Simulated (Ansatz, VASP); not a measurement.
## Cross-check of ZnGeS3 between VASP and Ansatz

Aim: how closely do two programs agree when they are given the same cell, functional and k mesh? The cell is generated by rule, not measured, and may not be a known phase. The cell is taken from a series of runs on this material, whose earlier steps may have relaxed, scaled, displaced or heated it; both programs get it as it stands.

Calculated with Ansatz 0.2.0; plane waves, with VASP 6.6.1 beside it; zone-centre phonons at LDA.

The structure was built from a prototype and need not be the compound's stable phase.

### 1. The structure

It takes space group Pm-3m (No. 221, cubic). Conventional cell: a = 4.596 Å, b = 4.596 Å, c = 4.596 Å, α = 90.00°, β = 90.00°, γ = 90.00°. Nearest to Zn lie 12 S at 3.25 Å. Nearest to Ge lie 6 S at 2.30 Å. S has 2 Ge at 2.30 Å nearest. Farther neighbours and most contacts between anions are not listed.

### 2. Ansatz: zone-centre phonons, LDA

Ansatz runs on its default PAW (the set named soft_2) files.

Second derivatives magnify differences that forces hide, and they need a tight electronic threshold.

input.yaml

```yaml
crystal:
  lattice:
    - [4.5960521043, 0.0, 0.0]
    - [0.0, 4.5960521043, 0.0]
    - [0.0, 0.0, 4.5960521043]
  atoms:
    - { symbol: Zn, position: [0.0, 0.0, 0.0] }
    - { symbol: Ge, position: [0.5, 0.5, 0.5] }
    - { symbol: S, position: [0.5, 0.5, 0.0] }
    - { symbol: S, position: [0.5, 0.0, 0.5] }
    - { symbol: S, position: [0.0, 0.5, 0.5] }
kpoints:
  mp_grid: { grid: [6, 6, 6] }
hamiltonian:
  xc: lda
scf:
  occupations: { method: gaussian, width: 0.27211 }
output:
  eigenvalues: true
phonons:
  method: dfpt
```

The run is started by

```sh
> ansatz run input.yaml --threads 4 --pin off --max-ram 8192MiB --backend cpu --events-out ev --progress --plain --runs-dir out
```

Numbers of over 12 decimals in the logs are rounded to 6 here.

The log of the run:

```text
zone centre: on kpoints.mp_grid the ground state, and the responses unless they are solved on pairs of k-points, stand on 64 of the mesh's 216 k-points, reduced under 8 symmetry operations, with k and −k counted as one. Each operation leaves every solved displacement unchanged or reverses it
Engine: ansatz 0.2.0, aarch64-unknown-linux-gnu
Pseudopotentials: kind: paw
Pseudopotential: Zn, paw, valence charge 12, recommended cutoff 420 eV (normal), Zn.paw.azcp
Pseudopotential: Ge, paw, valence charge 14, recommended cutoff 420 eV (normal), Ge.paw.azcp
Pseudopotential: S, paw, valence charge 6, recommended cutoff 420 eV (normal), S.paw.azcp
Functional definition: SPW92
  exchange = slater_x
  correlation = pw_c
Crystal: 5 atoms, lattice volume = 97.086 Å³
Basis set: ecut = 420 eV, 1863 PW (Γ), exchange–correlation on 64×64×64 points (8 copies of the dense FFT grid, shifted against one another)
Bands: 27, of which v1, the nominal top of the filled ones, is band 22 counted from 1 (21 counted from 0)
Symmetry: 48 space group operations
k-points: 64 of 216 (irreducible under 8 space group operations)
Non-local potential: Zn, projectors of the file, l = 0: 2, l = 1: 2, l = 2: 3, l = 3: 1
Non-local potential: Ge, projectors of the file, l = 0: 2, l = 1: 2, l = 2: 3, l = 3: 1
Non-local potential: S, projectors of the file, l = 0: 2, l = 1: 2, l = 2: 2
PAW form: soft (Blöchl's): semilocal exchange-correlation on the pseudo side does not see the compensation charge
PAW frozen core: Zn, regenerated for the run's functional, and the local potential with it (the file was generated under x = pbe(κ = 0.804, μ = 0.219515), c = pbe(β = 0.066725))
PAW frozen core: Ge, regenerated for the run's functional, and the local potential with it (the file was generated under x = pbe(κ = 0.804, μ = 0.219515), c = pbe(β = 0.066725))
PAW frozen core: S, regenerated for the run's functional, and the local potential with it (the file was generated under x = pbe(κ = 0.804, μ = 0.219515), c = pbe(β = 0.066725))
PAW one-centre angular grid: Zn, 590 points (default); XC on 64 Gauss nodes
PAW one-centre angular grid: Ge, 590 points (default); XC on 64 Gauss nodes
PAW one-centre angular grid: S, 110 points (default); XC on 64 Gauss nodes
Initial density: superposition of atomic densities (neutral atoms: chi_scale 0, normalization atom), corrected by the library's trained network
Initial wavefunctions: pseudopotential atomic-orbital guess
Functional: x = slater, c = lda
SCF iter   1: F=—  HF=-10068.566204 eV  |F-HF|=—  |Δ(HF+E_count)|=         —  Δρ=1.32e-2  dr2=3.11e-1  ethr=1.77e-3  ⟨swp⟩=5.3  Hψ=7665  notcnv=0
preconditioner: auto → Kerker (q_TF=auto, 2.391 Å⁻¹)  [metal: Δε(μ)=0.231 eV  Ē_g=13.476 eV  σ=0.272 eV  W_gap=0.41  n_scr=26 (ndim 8)  ℏωp=25.0 eV  f_vac=0.000  D(μ)=2.17/eV (n_scr^D=18)]
SCF iter   2: F=—  HF=-10068.500029 eV  |F-HF|=—  |Δ(HF+E_count)|=   6.62e-2  Δρ=6.20e-3  dr2=5.98e-2  ethr=7.06e-4  ⟨swp⟩=1.0  Hψ=2240  notcnv=0
SCF iter   3: F=—  HF=-10068.484758 eV  |F-HF|=—  |Δ(HF+E_count)|=   1.53e-2  Δρ=1.86e-3  dr2=4.09e-3  ethr=1.36e-4  ⟨swp⟩=2.0  Hψ=2240  notcnv=0
SCF iter   4: F=—  HF=-10068.483287 eV  |F-HF|=—  |Δ(HF+E_count)|=   1.47e-3  Δρ=7.67e-4  dr2=5.23e-4  ethr=9.29e-6  ⟨swp⟩=2.1  Hψ=2504  notcnv=0
SCF iter   5: F=—  HF=-10068.483108 eV  |F-HF|=—  |Δ(HF+E_count)|=   1.78e-4  Δρ=1.86e-4  dr2=4.46e-5  ethr=1.19e-6  ⟨swp⟩=2.8  Hψ=3355  notcnv=0
SCF iter   6: F=—  HF=-10068.483103 eV  |F-HF|=—  |Δ(HF+E_count)|=   5.69e-6  Δρ=8.49e-5  dr2=7.08e-6  ethr=1.01e-7  ⟨swp⟩=2.3  Hψ=2846  notcnv=0
SCF iter   7: F=—  HF=-10068.483103 eV  |F-HF|=—  |Δ(HF+E_count)|=   1.85e-7  Δρ=2.25e-5  dr2=5.76e-7  ethr=1.61e-8  ⟨swp⟩=3.0  Hψ=3024  notcnv=0
SCF iter   8: F=—  HF=-10068.483101 eV  |F-HF|=—  |Δ(HF+E_count)|=   1.96e-6  Δρ=7.04e-6  dr2=5.32e-8  ethr=1.31e-9  ⟨swp⟩=2.0  Hψ=2647  notcnv=0
SCF iter   9: F=—  HF=-10068.483101 eV  |F-HF|=—  |Δ(HF+E_count)|=   2.10e-9  Δρ=1.87e-6  dr2=2.77e-9  ethr=1.21e-10  ⟨swp⟩=2.0  Hψ=2873  notcnv=0
SCF iter  10: F=—  HF=-10068.483101 eV  |F-HF|=—  |Δ(HF+E_count)|=  1.82e-12  Δρ=5.97e-7  dr2=3.67e-10  ethr=6.29e-12  ⟨swp⟩=2.0  Hψ=3049  notcnv=0
SCF iter  11: F=—  HF=-10068.483101 eV  |F-HF|=—  |Δ(HF+E_count)|=  3.46e-11  Δρ=2.06e-7  dr2=4.94e-11  ethr=1.00e-12  ⟨swp⟩=2.2  Hψ=2738  notcnv=0
SCF iter  12: F=-10068.483101 eV  HF=-10068.483101 eV  |F-HF|=1.82e-12  |Δ(HF+E_count)|=  3.64e-12  Δρ=6.09e-8  dr2=2.47e-12  ethr=1.00e-12  ⟨swp⟩=5.6  Hψ=7383  notcnv=0
SCF 1 converged in 12 iterations: F = -10068.483101 eV  dr2 = 2.47e-12
  greatest PAW one-centre occupation: 0.999 electrons in one spin orbital (limit 2), on the Ge atom at site 1 (counted from 0), in its partial waves of l = 2
DFPT response loops at Γ: preconditioner auto → Kerker (q_TF=auto, 2.391 Å⁻¹) (partly filled bands, converged f_vac=0.000); β = 1.00, the filter's whole step (`scf.mixing.beta` (0.50) is not read by the response loops under this deck's `scf.mixing.preconditioner`; to damp them name `kerker` or `kerker_dos`, under which they read `scf.mixing.beta`, and type it under 1.00, their step now; both keys bind the ground state too); Broyden in place of MSR1
SCF converged after 12 iterations
Free energy (F): -10068.483101 eV
Harris-Foulkes:  -10068.483101 eV  (|F-HF|=1.82e-12)
Internal energy: -10068.385577 eV  (E = F + TS)
E sigma→0 (E₀):  -10068.434339 eV
Entropy (-TS):   -0.097524 eV (-19.505 meV/atom)
Fermi energy:    6.536502 eV
--- Per-component energies (eV) ---
  E_band       = -156.375814
  E_kinetic    = 563.190545
  E_local      = -4830.539575  (includes V_loc(G=0)·N_el)
  E_nonlocal   = 1132.312791
  E_hartree    = 2047.573246
  E_xc         = -496.184057
  E_vxc        = -377.663259  (∫ρ·V_xc dr)
  E_paw        = -5408.277819  (= ΣΔE_a)
  E_vpaw       = -738.822703  (= ΣTr[D̂ρ^β])
  E_aug_tail   = -0.000044  (compensation charges beyond the density's cutoff)
  E_ewald      = -3080.385725
  E_core_change = 3.925060  (= ΣΔE_core)
  E_smearing   = -0.097524  (= −TS)
  E_closure    = 0.000000  (closes the sum)
  Σ components = -10068.483101   (vs F -10068.483101, Δ=0.00e0)
--- Band table (eV; the first three rows and the last of 64) ---
  k-point 0: bands = [... 18 lower, 5.6666, 5.6666, 5.6811, 5.6811, 5.6811, 5.9353, 12.1570, 12.1570, ... 1 higher]
  k-point 1: bands = [... 18 lower, 5.3370, 5.3370, 5.5194, 5.7261, 5.7261, 7.2741, 12.1692, 12.2599, ... 1 higher]
  k-point 2: bands = [... 18 lower, 4.7235, 5.2559, 5.2620, 5.8353, 5.8353, 8.4841, 10.7342, 12.3690, ... 1 higher]
  k-point 63: bands = [... 18 lower, 5.4782, 5.4782, 7.2612, 7.2612, 7.2612, 9.3364, 9.3364, 9.3364, ... 1 higher]
--- Phonons (Γ-DFPT): 4 representative perturbations + reference, on 64 of 216 k-points (Σ response iterations 13) ---
  k mesh reduced under 8 symmetry operations, with k and −k counted as one. Each operation leaves every solved displacement unchanged or reverses it
  ASR residual: 2.265e-5 → 0.000e0 eV/Å²; symmetrization residual: 4.080e-6 eV/Å²
  ASR residual per site (eV/Å²): 1.12e-5 8.68e-6 2.27e-5 2.27e-5 2.27e-5
  Γ frequencies (cm⁻¹): -163.08 -163.08 -163.08 -141.42 -141.42 -141.42 -59.94 -59.94 -59.94 0.00 0.00 0.00 369.35 369.35 369.35
  non-analytic LO–TO correction: not included (Born effective charges unavailable; polar crystals: no LO–TO splitting at Γ)
```

### 3. VASP: zone-centre phonons, LDA

The same cell, functional (in two slightly different forms), mesh and smearing now go to VASP, with its own data sets.

Lines of VASP's logs that name or quote its potential files are left out, and so is its time.

INCAR

```
SYSTEM = ZnGeS3
PREC = Accurate
ENCUT = 500
EDIFF = 1E-08
NELM = 120
ISMEAR = 0
SIGMA = 0.27211
LREAL = .FALSE.
ALGO = Normal
GGA = CA
NBANDS = 28
LORBIT = 11
LWAVE = .FALSE.
LCHARG = .FALSE.
ISIF = 2
IBRION = 8
LASPH = .TRUE.
GGA_COMPAT = .FALSE.
KPAR = 2
```

POSCAR

```
ZnGeS3
1.0
    4.5960521043      0.0000000000      0.0000000000
    0.0000000000      4.5960521043      0.0000000000
    0.0000000000      0.0000000000      4.5960521043
Zn Ge S
1 1 3
Direct
    0.0000000000      0.0000000000      0.0000000000
    0.5000000000      0.5000000000      0.5000000000
    0.5000000000      0.5000000000      0.0000000000
    0.5000000000      0.0000000000      0.5000000000
    0.0000000000      0.5000000000      0.5000000000
```

KPOINTS

```
Automatic mesh
0
Gamma
6 6 6
0 0 0
```

The projector-augmented-wave data sets are Zn, Ge_d and S (LDA family, release 64).

The run is started by

```sh
> mpirun -np 2 vasp_std
```

The log of the run:

```text
[banner, memory and clock lines left out]
running    2 mpi-ranks, on    1 nodes
 distrk:  each k-point on    1 cores,    2 groups
 distr:  one band on    1 cores,    1 groups

 POSCAR found type information on POSCAR ZnGeS
 POSCAR found :  3 types and       5 ions
 LDA part: xc-table for (Slater(with rela. corr.)+CA(PZ))
 , standard interpolation
 POSCAR, INCAR and KPOINTS ok, starting setup
 FFT: planning ... GRIDC
 FFT: planning ... GRID_SOFT
 FFT: planning ... GRID
 WAVECAR not read
 entering main loop
       N       E                     dE             d eps       ncg     rms          rms(c)
DAV:   1     0.379988280403E+03    0.37999E+03   -0.20677E+04  1292   0.259E+03
DAV:   2     0.384504894813E+02   -0.34154E+03   -0.32969E+03  1168   0.637E+02
DAV:   3    -0.174323690051E+02   -0.55883E+02   -0.54250E+02  1392   0.163E+02
DAV:   4    -0.200846443236E+02   -0.26523E+01   -0.26289E+01  1296   0.388E+01
DAV:   5    -0.201583725762E+02   -0.73728E-01   -0.73630E-01  1420   0.687E+00    0.117E+01
DAV:   6    -0.190773895557E+02    0.10810E+01   -0.46744E+00  1572   0.265E+01    0.797E+00
DAV:   7    -0.190505399151E+02    0.26850E-01   -0.43137E-01  1264   0.589E+00    0.376E+00
DAV:   8    -0.190387214272E+02    0.11818E-01   -0.36813E-02  1280   0.147E+00    0.329E-01
DAV:   9    -0.190385896033E+02    0.13182E-03   -0.24786E-03  1384   0.405E-01    0.100E-01
DAV:  10    -0.190385729590E+02    0.16644E-04   -0.33948E-04  1524   0.137E-01    0.385E-02
DAV:  11    -0.190385733694E+02   -0.41047E-06   -0.41263E-05  1440   0.815E-02    0.175E-02
DAV:  12    -0.190385737422E+02   -0.37271E-06   -0.25990E-06  1420   0.184E-02    0.410E-03
DAV:  13    -0.190385736815E+02    0.60681E-07   -0.47605E-07  1440   0.105E-02    0.151E-03
DAV:  14    -0.190385736799E+02    0.16007E-08   -0.34954E-08  1116   0.137E-03
   1 F= -.19038574E+02 E0= -.18989313E+02  d E =-.985210E-01
 Linear response reoptimize wavefunctions to high precision
DAV:   1    -0.190385736773E+02    0.25757E-08   -0.15917E-08  1448   0.166E-03
DAV:   2    -0.190385736773E+02   -0.16371E-10   -0.11060E-09   732   0.231E-04
DAV:   3    -0.190385736773E+02   -0.15461E-10   -0.10572E-10   716   0.839E-05
 Linear response DOF=           4
 Linear response progress:
  Degree of freedom:   1/  4
       N       E                     dE             d eps       ncg     rms          rms(c)
RMM:   1    -0.214134901335E+00   -0.21413E+00   -0.51318E-02  3317   0.107E+00
RMM:   2    -0.214030544020E+00    0.10436E-03   -0.23084E-03  4047   0.223E-01    0.661E-02
RMM:   3    -0.213592100060E+00    0.43844E-03   -0.37859E-05  4375   0.331E-02    0.394E-02
RMM:   4    -0.212996623058E+00    0.59548E-03   -0.95453E-06  4288   0.184E-02    0.230E-03
RMM:   5    -0.212973715010E+00    0.22908E-04    0.62779E-08  4507   0.283E-03    0.118E-03
RMM:   6    -0.212974040276E+00   -0.32527E-06    0.12965E-07  4343   0.102E-03    0.345E-04
RMM:   7    -0.212974766903E+00   -0.72663E-06   -0.29844E-08  4492   0.449E-04    0.761E-05
RMM:   8    -0.212974791157E+00   -0.24254E-07   -0.33063E-08  4717   0.217E-04    0.382E-05
RMM:   9    -0.212974849733E+00   -0.58576E-07   -0.30857E-08  4712   0.159E-04    0.829E-06
RMM:  10    -0.212974818453E+00    0.31280E-07   -0.35078E-08  4608   0.133E-04    0.252E-06
RMM:  11    -0.212974811050E+00    0.74027E-08   -0.20769E-08  4095   0.124E-04    0.588E-07
 first order change of Fermi-energy  -0.38009E-04
 force on displaced ion       1 direction 1 :   1.932   0.000   0.000
 Linear response progress:
  Degree of freedom:   2/  4
       N       E                     dE             d eps       ncg     rms          rms(c)
RMM:   1    -0.193682671138E+00   -0.19368E+00    0.75492E+00  2695   0.484E+01
RMM:   2    -0.200663881305E+00   -0.69812E-02   -0.16326E-02  4027   0.642E-01    0.220E-01
RMM:   3    -0.200723648769E+00   -0.59767E-04   -0.67773E-04  4379   0.158E-01    0.132E-01
RMM:   4    -0.200707172300E+00    0.16476E-04   -0.17713E-04  4724   0.616E-02    0.108E-02
RMM:   5    -0.200657451786E+00    0.49721E-04   -0.29389E-05  4398   0.250E-02    0.885E-03
RMM:   6    -0.200659179593E+00   -0.17278E-05   -0.16590E-06  4773   0.809E-03    0.104E-03
RMM:   7    -0.200663932719E+00   -0.47531E-05   -0.59439E-07  4773   0.353E-03    0.595E-04
RMM:   8    -0.200663208980E+00    0.72374E-06    0.50604E-08  4876   0.174E-03    0.316E-04
RMM:   9    -0.200662179213E+00    0.10298E-05   -0.18199E-07  4931   0.120E-03    0.114E-04
RMM:  10    -0.200662380152E+00   -0.20094E-06   -0.13957E-07  4902   0.713E-04    0.353E-05
RMM:  11    -0.200662421548E+00   -0.41396E-07   -0.21481E-08  5149   0.536E-04    0.254E-05
RMM:  12    -0.200662444840E+00   -0.23292E-07    0.17354E-08  5176   0.438E-04    0.268E-05
RMM:  13    -0.200662462532E+00   -0.17692E-07   -0.31737E-08  5020   0.350E-04    0.248E-05
RMM:  14    -0.200662443019E+00    0.19512E-07    0.80863E-08  4887   0.313E-04    0.362E-05
RMM:  15    -0.200662485663E+00   -0.42644E-07    0.73666E-08  5067   0.281E-04    0.454E-05
RMM:  16    -0.200662468635E+00    0.17028E-07   -0.28392E-07  5336   0.274E-04    0.312E-05
RMM:  17    -0.200662392994E+00    0.75641E-07    0.22532E-07  5708   0.260E-04    0.129E-05
RMM:  18    -0.200662393586E+00   -0.59169E-09   -0.35751E-07  5875   0.272E-04    0.613E-05
RMM:  19    -0.200662332041E+00    0.61545E-07    0.63644E-07  5286   0.243E-04    0.395E-05
RMM:  20    -0.200662472702E+00   -0.14066E-06   -0.38914E-07  5381   0.218E-04    0.349E-05
RMM:  21    -0.200662468727E+00    0.39754E-08    0.10417E-07  5874   0.248E-04    0.894E-06
RMM:  22    -0.200662489294E+00   -0.20568E-07   -0.91993E-08  5397   0.220E-04    0.110E-05
RMM:  23    -0.200662473480E+00    0.15814E-07    0.14383E-07  4838   0.215E-04    0.946E-06
RMM:  24    -0.200662481695E+00   -0.82150E-08   -0.81659E-09  4841   0.207E-04    0.427E-06
 first order change of Fermi-energy  -0.95456E-05
 force on displaced ion       2 direction 1 :  -4.873  -0.000  -0.000
 Linear response progress:
  Degree of freedom:   3/  4
       N       E                     dE             d eps       ncg     rms          rms(c)
RMM:   1    -0.112191115732E+00   -0.11219E+00   -0.15530E-02  7996   0.127E+00
RMM:   2    -0.108821496152E+00    0.33696E-02   -0.55241E-03  7060   0.317E-01    0.396E-02
RMM:   3    -0.109118499953E+00   -0.29700E-03   -0.25568E-04  7250   0.730E-02    0.267E-02
RMM:   4    -0.109340160006E+00   -0.22166E-03   -0.42670E-05  7204   0.243E-02    0.121E-02
RMM:   5    -0.109370584432E+00   -0.30424E-04   -0.58862E-06  7389   0.842E-03    0.519E-03
RMM:   6    -0.109372832295E+00   -0.22479E-05   -0.16337E-06  7451   0.327E-03    0.168E-03
RMM:   7    -0.109374414797E+00   -0.15825E-05   -0.32918E-07  7309   0.118E-03    0.102E-03
RMM:   8    -0.109376212047E+00   -0.17972E-05   -0.20425E-07  7404   0.637E-04    0.201E-04
RMM:   9    -0.109375680057E+00    0.53199E-06   -0.53973E-07  7442   0.300E-04    0.443E-05
RMM:  10    -0.109376068360E+00   -0.38830E-06   -0.75348E-07  7533   0.203E-04    0.242E-05
RMM:  11    -0.109376004690E+00    0.63670E-07   -0.60069E-07  7779   0.159E-04    0.832E-06
RMM:  12    -0.109375961976E+00    0.42714E-07   -0.85549E-07  7104   0.147E-04    0.167E-06
RMM:  13    -0.109375969872E+00   -0.78965E-08   -0.63544E-07  6337   0.142E-04    0.757E-07
RMM:  14    -0.109375982040E+00   -0.12168E-07   -0.78350E-07  6054   0.141E-04    0.448E-07
RMM:  15    -0.109375983873E+00   -0.18325E-08   -0.67286E-07  5572   0.140E-04    0.198E-07
RMM:  16    -0.109375983780E+00    0.93068E-10   -0.74358E-07  5446   0.139E-04    0.260E-07
RMM:  17    -0.109375984962E+00   -0.11820E-08   -0.64384E-07  5390   0.139E-04    0.192E-07
RMM:  18    -0.109375984175E+00    0.78693E-09   -0.75914E-07  5321   0.139E-04    0.225E-07
 first order change of Fermi-energy   0.34619E-03
 force on displaced ion       3 direction 1 :   1.978   0.000   0.000
 Linear response progress:
  Degree of freedom:   4/  4
       N       E                     dE             d eps       ncg     rms          rms(c)
RMM:   1    -0.119351997628E+00   -0.11935E+00    0.72492E-03  4962   0.152E+00
RMM:   2    -0.112310815024E+00    0.70412E-02   -0.76483E-03  4383   0.387E-01    0.269E-01
RMM:   3    -0.112726549812E+00   -0.41573E-03   -0.65106E-04  4267   0.123E-01    0.126E-01
RMM:   4    -0.113105575910E+00   -0.37903E-03   -0.16189E-04  4342   0.580E-02    0.229E-02
RMM:   5    -0.113102136228E+00    0.34397E-05   -0.19515E-05  4537   0.200E-02    0.796E-03
RMM:   6    -0.113101641357E+00    0.49487E-06   -0.75823E-07  4598   0.470E-03    0.317E-03
RMM:   7    -0.113104765361E+00   -0.31240E-05   -0.67369E-08  4601   0.158E-03    0.131E-03
RMM:   8    -0.113109945606E+00   -0.51802E-05    0.23402E-07  4659   0.789E-04    0.281E-04
RMM:   9    -0.113111209387E+00   -0.12638E-05    0.20755E-07  4510   0.458E-04    0.154E-04
RMM:  10    -0.113110934743E+00    0.27464E-06    0.48858E-07  4579   0.236E-04    0.241E-05
RMM:  11    -0.113110882185E+00    0.52558E-07    0.23756E-07  4843   0.176E-04    0.821E-06
RMM:  12    -0.113110872222E+00    0.99634E-08    0.35216E-07  4600   0.160E-04    0.561E-06
RMM:  13    -0.113110877971E+00   -0.57496E-08    0.18597E-07  4133   0.155E-04    0.107E-06
RMM:  14    -0.113110880171E+00   -0.21999E-08    0.37482E-07  3838   0.153E-04    0.531E-07
RMM:  15    -0.113110880970E+00   -0.79920E-09    0.26902E-07  3608   0.152E-04    0.506E-07
RMM:  16    -0.113110883391E+00   -0.24205E-08    0.60503E-07  3523   0.152E-04    0.547E-07
RMM:  17    -0.113110881373E+00    0.20185E-08    0.14836E-07  3460   0.152E-04    0.258E-07
RMM:  18    -0.113110880909E+00    0.46357E-09    0.45368E-07  3419   0.152E-04    0.427E-07
RMM:  19    -0.113110880798E+00    0.11144E-09    0.44938E-08  3405   0.151E-04    0.365E-07
 first order change of Fermi-energy  -0.65082E-04
 force on displaced ion       3 direction 3 :   0.000  -0.000 -12.714
 Linear response finished
```

(Continued in part 2 of 2.)

[Lines on the potential files, build, host, timing and source positions are cut from VASP's logs without a mark.]

[Logs are printed without paths, hosts, clocks, repeated set-up lines and the standing remarks that a program may print on its own settings, such as how far it seeks lower states.]

[Hosts, paths, dates, database ids (printed as entryN), source tags and the programs' standing remarks are cut or masked in the printed files.]
